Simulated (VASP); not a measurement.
VASP runs on MgTe (wurtzite) share one base input (PBE GGA, plane waves, VASP's PBE PAW potentials (set 64)) and change the settings named in each case.

**INCAR**
```
# general
SYSTEM =MgTe
PREC   =Accurate
ENCUT  =400   # plane-wave cut-off (eV)
LREAL  =.False.   # projection in real space or not
LASPH  =.True.

# electronic loop
EDIFF  =1E-6   # SCF stop (eV)
NELM   =100   # most electronic steps
ALGO   =Normal
LMAXMIX=4   # l cut-off of mixed one-centre charges

# smearing
ISMEAR =0
SIGMA  =0.05   # width (eV)

# functional
GGA    =PE

# ions
ISIF   =2   # forces and stress, cell fixed

# output
LWAVE  =.False.
LCHARG =.False.
```

**POSCAR**
```
MgTe
1
    2.2750000000    -3.9404160000     0.0000000000
    2.2750000000     3.9404160000     0.0000000000
    0.0000000000     0.0000000000     7.3900000000
Mg Te
2 2
Direct
  0.6666670000   0.3333330000   0.5000000000
  0.3333330000   0.6666670000   0.0000000000
  0.6666670000   0.3333330000   0.8760000000
  0.3333330000   0.6666670000   0.3760000000
```

### KPOINTS
```
Regular mesh
0
gamma
  6 6 4
0 0 0
```

POTCAR, in this order: Mg Te (PBE.64 set). Program: vasp_std.

```
change                                                                          E(σ→0) (eV/atom)  pressure (GPa)  gap on the mesh (eV)
------------------------------------------------------------------------------  ----------------  --------------  --------------------
base run                                                                                 -3.1964            1.48                  2.55
GGA = RP                                                                                 -2.9593            2.65                  2.73
IVDW = 11                                                                                -3.4240            0.08                  2.55
GGA = PS                                                                                 -3.4472            0.32                  2.43
AGGAC = 0.0, GGA = BO, LUSE_VDW = .TRUE., PARAM1 = 0.1833333333, PARAM2 = 0.22           -1.5244            0.95                  2.54
IVDW = 13                                                                                -3.4606           -0.01                  2.55
GGA = 91                                                                                 -3.2248            1.43                  2.56
```
 Energies of different potentials or functionals have different zeros. Unless said otherwise, spin-orbit coupling is left out, though it shifts the bands of the heavy elements here.

Left out are runs that ran out of time, are held back, or changed the cell or the kind of run, fixed moments of cells without a moment, rows past the twelfth, gaps on odd meshes, pressures of charged cells and columns that move by less than the noise.

The compound is MgTe in the wurtzite structure. The cell was not relaxed at this level.
